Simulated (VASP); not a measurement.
# Cs: the relaxed cell at several levels of theory

Which functional gives which lattice for Cs? The starting structure is a measured crystal structure from the Crystallography Open Database.

Program: VASP 6.6.1. Level of theory: Kohn-Sham DFT with plane waves and PAW; PBEsol, r2SCAN, PBE and LDA. Results are calculated unless marked as measured.

**1. The starting structure**

Symmetry: Im-3m, No. 229, cubic system. The conventional cell has a = 6.067 Å, b = 6.067 Å, c = 6.067 Å, α = 90.00°, β = 90.00°, γ = 90.00°.

Structure file:

```cif
data_structure
_symmetry_space_group_name_H-M 'P 1'
_symmetry_Int_Tables_number 1
_cell_length_a 5.2542
_cell_length_b 5.2542
_cell_length_c 5.2542
_cell_angle_alpha 109.471
_cell_angle_beta 109.471
_cell_angle_gamma 109.471
_cell_volume 111.66
loop_
_atom_site_label
_atom_site_type_symbol
_atom_site_fract_x
_atom_site_fract_y
_atom_site_fract_z
_atom_site_occupancy
Cs1 Cs 0.00000 0.00000 0.00000 1
```

**2. Relaxation with PBEsol**

PBEsol restores the gradient expansion of exchange and is tuned for the cells of solids. This run starts from the cell of an earlier relaxation, which isn't shown; the restart sets up the plane waves anew.

The input, INCAR:

```
SYSTEM = Cs
PREC = Accurate
ENCUT = 520
EDIFF = 1E-07
NELM = 100
ISMEAR = 1
SIGMA = 0.15
LREAL = .FALSE.
ALGO = Normal
GGA = PS
NBANDS = 10
LORBIT = 11
LWAVE = .FALSE.
LCHARG = .FALSE.
KPAR = 4
IBRION = 2
NSW = 50
ISIF = 3
EDIFFG = -0.005
LASPH = .TRUE.
```

The input, POSCAR:

```
Cs
1.0
   -3.0029791111      3.0029791111      3.0029791111
    3.0029791111     -3.0029791111      3.0029791111
    3.0029791111      3.0029791111     -3.0029791111
Cs
1
Direct
    0.0000000000      0.0000000000      0.0000000000
```

The input, KPOINTS:

```
Automatic mesh
0
Gamma
12 12 12
0 0 0
```

PAW data sets: Cs_sv (PBE family, release 64).

Launch:

```console
> mpirun -np 4 vasp_std
```

The program printed:

```text
[banner, memory and clock lines left out]
running    4 mpi-ranks, on    1 nodes
 distrk:  each k-point on    1 cores,    4 groups
 distr:  one band on    1 cores,    1 groups

 POSCAR found type information on POSCAR Cs
 POSCAR found :  1 types and       1 ions
|                                                                             |
|               ----> ADVICE to this user running VASP <----                  |
|                                                                             |
|     You enforced a specific xc type in the INCAR file but a different       |
|     [... a line on the potential file left out ...]
|     I HOPE YOU KNOW WHAT YOU ARE DOING!                                     |
|                                                                             |

 LDA part: xc-table for (Slater+PW92), standard interpolation
 POSCAR, INCAR and KPOINTS ok, starting setup
 FFT: planning ... GRIDC
 FFT: planning ... GRID_SOFT
 FFT: planning ... GRID
 WAVECAR not read
 entering main loop
       N       E                     dE             d eps       ncg     rms          rms(c)
DAV:   1     0.525979198609E+02    0.52598E+02   -0.29430E+03  1440   0.629E+02
DAV:   2     0.434149677993E+01   -0.48256E+02   -0.46543E+02  1872   0.107E+02
DAV:   3    -0.865441721613E+00   -0.52069E+01   -0.51986E+01  1672   0.408E+01
DAV:   4    -0.940136353046E+00   -0.74695E-01   -0.74680E-01  1798   0.580E+00
DAV:   5    -0.940517430233E+00   -0.38108E-03   -0.38107E-03  1978   0.383E-01    0.132E-01
DAV:   6    -0.940222941343E+00    0.29449E-03   -0.12130E-03  1882   0.169E-01    0.912E-02
DAV:   7    -0.940424696619E+00   -0.20176E-03   -0.30071E-03  1846   0.281E-01    0.339E-02
DAV:   8    -0.940483183085E+00   -0.58486E-04   -0.96087E-05  1614   0.677E-02    0.519E-03
DAV:   9    -0.940484587884E+00   -0.14048E-05   -0.31681E-06  2184   0.952E-03    0.293E-03
DAV:  10    -0.940484047624E+00    0.54026E-06   -0.67236E-07  1654   0.428E-03    0.416E-04
DAV:  11    -0.940484095694E+00   -0.48069E-07   -0.14367E-08   870   0.793E-04
   1 F= -.94048410E+00 E0= -.93949299E+00  d E =-.940484E+00
 curvature:   0.00 expect dE= 0.000E+00 dE for cont linesearch  0.000E+00
 trial: gam= 0.00000 g(F)=  0.787E-65 g(S)=  0.183E-06 ort = 0.000E+00 (trialstep = 0.100E+01)
 search vector abs. value=  0.183E-06
 reached required accuracy - stopping structural energy minimisation
```

Run time: 17 s. Hardware: 4 MPI ranks of AMD EPYC 7R43, shared host; peak memory 0.96 GiB.

The logs omit lines about the potential files and the build; timing stands in the text.

Parts of OUTCAR (step 2):

```text
ion  position               nearest neighbor table
   1  0.000  0.000  0.000-

  LATTYP: Found a body centered cubic cell.
 ALAT       =     6.0059582222

 Subroutine GETGRP returns: Found 48 space group operations
 (whereof 48 operations were pure point group operations)

The static configuration has the point symmetry O_h .

 Found     72 irreducible k-points:

   k-points           NKPTS =     72   k-points in BZ     NKDIM =     72   number of bands    NBANDS=     10

   dimension x,y,z NGX =    40 NGY =   40 NGZ =   40
   dimension x,y,z NGXF=    80 NGYF=   80 NGZF=   80

   ENCUT  =  520.0 eV  38.22 Ry    6.18 a.u.   9.67  9.67  9.67*2*pi/ulx,y,z

   NELECT =       9.0000    total number of electrons

 k-points in reciprocal lattice and weights: Automatic mesh
   0.00000000  0.00000000  0.00000000       0.001
   0.08333333  0.00000000  0.00000000       0.007
   0.16666667  0.00000000  0.00000000       0.007
   0.25000000  0.00000000  0.00000000       0.007
   0.33333333  0.00000000  0.00000000       0.007
   0.41666667  0.00000000  0.00000000       0.007
   0.50000000  0.00000000  0.00000000       0.003
   0.08333333  0.08333333  0.00000000       0.014
   0.16666667  0.08333333  0.00000000       0.028
[...]
0.50000000  0.50000000  0.41666667       0.007
   0.50000000  0.50000000  0.50000000       0.001

 average (electrostatic) potential at core
       1 -52.7507

 E-fermi :   0.5220

 k-point     1 :       0.0000    0.0000    0.0000
  band No.  band energies     occupation
      1     -23.2899      2.00000
      2      -9.9992      2.00000
      3      -9.9992      2.00000
      4      -9.9992      2.00000
      5      -1.2233      2.00000
      6       3.0567     -0.00000
      7       3.0567     -0.00000
      8       3.0567     -0.00000
      9       3.9748      0.00000
     10       3.9748      0.00000

 k-point     2 :       0.0833    0.0000    0.0000
  band No.  band energies     occupation
      1     -23.2893      2.00000
      2     -10.0111      2.00000
      3     -10.0030      2.00000
      4      -9.9992      2.00000
      5      -1.1413      2.00000
      6       2.9664     -0.00000
      7       2.9830     -0.00000
      8       3.1393     -0.00000
      9       3.8294      0.00000
     10       3.9579      0.00000

 k-point     3 :       0.1667    0.0000    0.0000
  band No.  band energies     occupation
      1     -23.2877      2.00000
      2     -10.0431      2.00000
      3     -10.0133      2.00000
      4      -9.9993      2.00000
      5      -0.9042      2.00000
      6       2.6901     -0.00000
      7       2.7558     -0.00000
      8       3.3847     -0.00000
      9       3.7332      0.00000
     10       3.9381      0.00000

  Total        0.0011249      0.0011249      0.0011249     -0.0000000     -0.0000000     -0.0000000
  in kB        0.0166384      0.0166384      0.0166384     -0.0000000     -0.0000000     -0.0000000
  external PRESSURE =       0.0166384 kB  Pullay stress =       0.0000000 kB

  energy-cutoff  :      520.00
  volume of cell :      108.32
      direct lattice vectors                 reciprocal lattice vectors
    -3.002979111  3.002979111  3.002979111     0.000000000  0.166501325  0.166501325
     3.002979111 -3.002979111  3.002979111     0.166501325  0.000000000  0.166501325
     3.002979111  3.002979111 -3.002979111     0.166501325  0.166501325  0.000000000

 POSITION                                       TOTAL-FORCE (eV/Angst)
 -----------------------------------------------------------------------------------
      0.00000      0.00000      0.00000        -0.000000     -0.000000      0.000000
 -----------------------------------------------------------------------------------
    total drift:                               -0.000000     -0.000000      0.000000

  FREE ENERGIE OF THE ION-ELECTRON SYSTEM (eV)
  ---------------------------------------------------
  free  energy   TOTEN  =        -0.9404840957 eV

  energy  without entropy=       -0.9375107856  energy(sigma->0) =       -0.93949299

 reached required accuracy - stopping structural energy minimisation

 total charge
# of ion       s       p       d       tot
------------------------------------------
    1        1.867   4.671   0.010   6.548

[... 3 further parts left out ...]
```

This run has no spin polarisation. Its electron count is odd, so without a moment it is a metal by construction. The PAW data sets were made with PBE, which is usual practice but a small mismatch for other functionals. The run keeps the 48 symmetry operations of its start, so it cannot find a distortion of lower symmetry.

With PBEsol the relaxed cell holds 108.322 Å³ an atom, -2.99 % against the measured cell, with a = 6.006 Å.

**3. Relaxation with r2SCAN**

r2SCAN adds the kinetic-energy density, costs more than a GGA and is run with LASPH. This run starts from the cell of an earlier relaxation, which isn't shown; the restart sets up the plane waves anew.

Edit INCAR of step 2 so:

```diff
@@ -9,3 +9,4 @@
 ALGO = Normal
-GGA = PS
+METAGGA = R2SCAN
+LASPH = .TRUE.
 NBANDS = 10
@@ -19,2 +20 @@
 EDIFFG = -0.005
-LASPH = .TRUE.
```

The input, POSCAR:

```
Cs
1.0
   -3.1326560556      3.1326560556      3.1326560556
    3.1326560556     -3.1326560556      3.1326560556
    3.1326560556      3.1326560556     -3.1326560556
Cs
1
Direct
    0.0000000000      0.0000000000      0.0000000000
```

KPOINTS is that of step 2.

Launch:

```console
> mpirun -np 4 vasp_std
```

The program printed:

```text
[banner, memory and clock lines left out]
running    4 mpi-ranks, on    1 nodes
[...]
[... a notice as in an earlier step ...]

 LDA part: xc-table for (None), standard interpolation
 POSCAR, INCAR and KPOINTS ok, starting setup
[...]
entering main loop
       N       E                     dE             d eps       ncg     rms          rms(c)
DAV:   1     0.306563547448E+02    0.30656E+02   -0.29375E+03  1440   0.638E+02
DAV:   2    -0.211479701691E+02   -0.51804E+02   -0.50546E+02  1918   0.109E+02
DAV:   3    -0.269654726190E+02   -0.58175E+01   -0.58096E+01  1664   0.440E+01
DAV:   4    -0.270567226597E+02   -0.91250E-01   -0.91225E-01  1890   0.655E+00
[...]
DAV:  13    -0.250178146944E+02   -0.19361E-06   -0.85252E-08  1834   0.267E-03    0.304E-04
DAV:  14    -0.250178149278E+02   -0.23345E-06   -0.20133E-08  1004   0.129E-03    0.122E-04
DAV:  15    -0.250178149334E+02   -0.55826E-08   -0.13376E-09   814   0.345E-04
   1 F= -.25017815E+02 E0= -.25017327E+02  d E =-.250178E+02
[...]
reached required accuracy - stopping structural energy minimisation
```

Elapsed: 92 s, on 4 MPI ranks; peak memory 1.1 GiB.

OUTCAR, selected parts (step 3):

```text
  Total        0.0036850      0.0036850      0.0036850      0.0000000      0.0000000     -0.0000000
  in kB        0.0480121      0.0480121      0.0480121      0.0000000      0.0000000     -0.0000000
  external PRESSURE =       0.0480121 kB  Pullay stress =       0.0000000 kB

 POSITION                                       TOTAL-FORCE (eV/Angst)
 -----------------------------------------------------------------------------------
      0.00000      0.00000      0.00000         0.000000      0.000000      0.000000
 -----------------------------------------------------------------------------------
    total drift:                               -0.000000     -0.000000     -0.000000

  FREE ENERGIE OF THE ION-ELECTRON SYSTEM (eV)
  ---------------------------------------------------
  free  energy   TOTEN  =       -25.0178149334 eV

  energy  without entropy=      -25.0163498863  energy(sigma->0) =      -25.01732658

[... 2 parts as in an earlier step ...]

[... 2 further parts left out ...]
[key lines of the parts left out:]
E-fermi :   0.3850
```

With r2SCAN the relaxed cell holds 122.970 Å³ an atom, +10.13 % against the measured cell, with a = 6.265 Å. That is +13.52 % from PBEsol.

**4. Relaxation with PBE**

PBE, the usual starting point, adds the gradient of the density. This run starts from the cell of an earlier relaxation, which isn't shown; the restart sets up the plane waves anew.

Edit INCAR of step 3 so:

```diff
@@ -9,4 +9,3 @@
 ALGO = Normal
-METAGGA = R2SCAN
-LASPH = .TRUE.
+GGA = PE
 NBANDS = 10
@@ -20 +19,2 @@
 EDIFFG = -0.005
+LASPH = .TRUE.
```

The input, POSCAR:

```
Cs
1.0
   -3.0791691132      3.0791691132      3.0791691132
    3.0791691132     -3.0791691132      3.0791691132
    3.0791691132      3.0791691132     -3.0791691132
Cs
1
Direct
    0.0000000000      0.0000000000      0.0000000000
```

KPOINTS is that of step 3.

Launch:

```console
> mpirun -np 4 vasp_std
```

The program printed:

```text
[banner, memory and clock lines left out]
running    4 mpi-ranks, on    1 nodes
[...]
LDA part: xc-table for (Slater+PW92), standard interpolation
 POSCAR, INCAR and KPOINTS ok, starting setup
[...]
entering main loop
       N       E                     dE             d eps       ncg     rms          rms(c)
DAV:   1     0.531530433346E+02    0.53153E+02   -0.29096E+03  1440   0.627E+02
DAV:   2     0.451477581163E+01   -0.48638E+02   -0.47357E+02  1884   0.107E+02
DAV:   3    -0.771934539948E+00   -0.52867E+01   -0.52806E+01  1688   0.414E+01
DAV:   4    -0.847147902628E+00   -0.75213E-01   -0.75200E-01  1850   0.591E+00
[...]
DAV:   9    -0.849159586897E+00   -0.16269E-05   -0.43198E-06  2222   0.110E-02    0.288E-03
DAV:  10    -0.849158873046E+00    0.71385E-06   -0.84898E-07  1680   0.470E-03    0.406E-04
DAV:  11    -0.849158953576E+00   -0.80530E-07   -0.19066E-08  1024   0.894E-04
   1 F= -.84915895E+00 E0= -.84830800E+00  d E =-.849159E+00
[...]
reached required accuracy - stopping structural energy minimisation
```

It took 17 s on 4 MPI ranks; peak memory 0.96 GiB; 64 s of CPU time.

From OUTCAR (step 4):

```text
  Total       -0.0009003     -0.0009003     -0.0009003      0.0000000      0.0000000     -0.0000000
  in kB       -0.0123516     -0.0123516     -0.0123516      0.0000000      0.0000000     -0.0000000
  external PRESSURE =      -0.0123516 kB  Pullay stress =       0.0000000 kB

 POSITION                                       TOTAL-FORCE (eV/Angst)
 -----------------------------------------------------------------------------------
      0.00000      0.00000      0.00000        -0.000000      0.000000      0.000000
 -----------------------------------------------------------------------------------
    total drift:                                0.000000      0.000000     -0.000000

  FREE ENERGIE OF THE ION-ELECTRON SYSTEM (eV)
  ---------------------------------------------------
  free  energy   TOTEN  =        -0.8491589536 eV

  energy  without entropy=       -0.8466060886  energy(sigma->0) =       -0.84830800

[... 2 parts as in an earlier step ...]

[... 2 further parts left out ...]
[key lines of the parts left out:]
E-fermi :   0.4170
```

With PBE the relaxed cell holds 116.778 Å³ an atom, +4.58 % against the measured cell, with a = 6.158 Å. That is +7.81 % from PBEsol.

**5. Relaxation with LDA**

LDA, the lowest rung, knows the local density alone. This run starts from the cell of an earlier relaxation, which isn't shown; the restart sets up the plane waves anew.

Edit INCAR of step 4 so:

```diff
@@ -9,3 +9,3 @@
 ALGO = Normal
-GGA = PE
+GGA = CA
 NBANDS = 10
```

The input, POSCAR:

```
Cs
1.0
   -2.8791225833      2.8791225833      2.8791225833
    2.8791225833     -2.8791225833      2.8791225833
    2.8791225833      2.8791225833     -2.8791225833
Cs
1
Direct
    0.0000000000      0.0000000000      0.0000000000
```

KPOINTS is that of step 4.

The projector-augmented-wave data sets are Cs_sv (LDA family, release 64).

Launch:

```console
> mpirun -np 4 vasp_std
```

The program printed:

```text
[banner, memory and clock lines left out]
running    4 mpi-ranks, on    1 nodes
[...]
LDA part: xc-table for (Slater(with rela. corr.)+CA(PZ))
 , standard interpolation
 POSCAR, INCAR and KPOINTS ok, starting setup
[...]
entering main loop
       N       E                     dE             d eps       ncg     rms          rms(c)
DAV:   1     0.487414098425E+02    0.48741E+02   -0.31039E+03  1440   0.647E+02
DAV:   2     0.361832796577E+01   -0.45123E+02   -0.44080E+02  1788   0.110E+02
DAV:   3    -0.933849099545E+00   -0.45522E+01   -0.45465E+01  1664   0.391E+01
DAV:   4    -0.993111094953E+00   -0.59262E-01   -0.59252E-01  1810   0.537E+00
[...]
DAV:   9    -0.991290959282E+00   -0.67890E-06   -0.11318E-06  1806   0.552E-03    0.207E-03
DAV:  10    -0.991291084042E+00   -0.12476E-06   -0.30747E-07  1654   0.268E-03    0.265E-04
DAV:  11    -0.991291084992E+00   -0.94940E-09   -0.24956E-09   868   0.305E-04
   1 F= -.99129108E+00 E0= -.99025303E+00  d E =-.991291E+00
[...]
reached required accuracy - stopping structural energy minimisation
```

It took 14 s on 4 MPI ranks; peak memory 0.77 GiB.

OUTCAR, selected parts (step 5):

```text
  Total       -0.0007016     -0.0007016     -0.0007016      0.0000000      0.0000000      0.0000000
  in kB       -0.0117746     -0.0117746     -0.0117746      0.0000000      0.0000000      0.0000000
  external PRESSURE =      -0.0117746 kB  Pullay stress =       0.0000000 kB

 POSITION                                       TOTAL-FORCE (eV/Angst)
 -----------------------------------------------------------------------------------
      0.00000      0.00000      0.00000         0.000000      0.000000      0.000000
 -----------------------------------------------------------------------------------
    total drift:                               -0.000000      0.000000      0.000000

  FREE ENERGIE OF THE ION-ELECTRON SYSTEM (eV)
  ---------------------------------------------------
  free  energy   TOTEN  =        -0.9912910850 eV

  energy  without entropy=       -0.9881769077  energy(sigma->0) =       -0.99025303

[... 2 parts as in an earlier step ...]

[... 2 further parts left out ...]
[key lines of the parts left out:]
E-fermi :   0.7904
```

With LDA the relaxed cell holds 95.464 Å³ an atom, -14.50 % against the measured cell, with a = 5.758 Å. That is -11.87 % from PBEsol.

**6. Comparison**

```
 level  volume (Å³/atom)  against the measured cell (%)   a (Å)  pressure left (GPa)  core minutes
PBEsol           108.322                          -2.99   6.006                  0.0          5.44
r2SCAN            122.97                          10.13  6.2653                  0.0          30.9
   PBE           116.778                           4.58  6.1583                  0.0          5.59
   LDA            95.464                          -14.5  5.7582                  0.0          4.81
```

Core minutes are wall time times ranks, summed over the relaxations behind a row (those for a bulk modulus apart), on shared hosts.

**7. Results**

- volume, PBEsol: 108.3 Å³/atom
- volume, r2SCAN: 123.0 Å³/atom
- volume, PBE: 116.8 Å³/atom
- volume, LDA: 95.46 Å³/atom

In words: Across 4 levels the volume of Cs spans 28.8 %, from 95.46 Å³ an atom (LDA) to 122.97 Å³ (r2SCAN). Against the measured volume of the starting structure, PBEsol comes nearest (-3.0 %) and LDA lies farthest (-14.5 %). The measured cell holds zero-point expansion and, unless it was taken cold, thermal expansion, which the runs lack, so small differences decide nothing. All runs keep the symmetry of the start, so they can't find a distortion of lower symmetry.

[Lines on the potential files, build, host, timing and source positions are cut from VASP's logs without a mark.]

[Logs are printed without paths, hosts, clocks, repeated set-up lines and the standing remarks that a program may print on its own settings, such as how far it seeks lower states.]

[Hosts, paths, dates, database ids (printed as entryN), source tags and the programs' standing remarks are cut or masked in the printed files.]
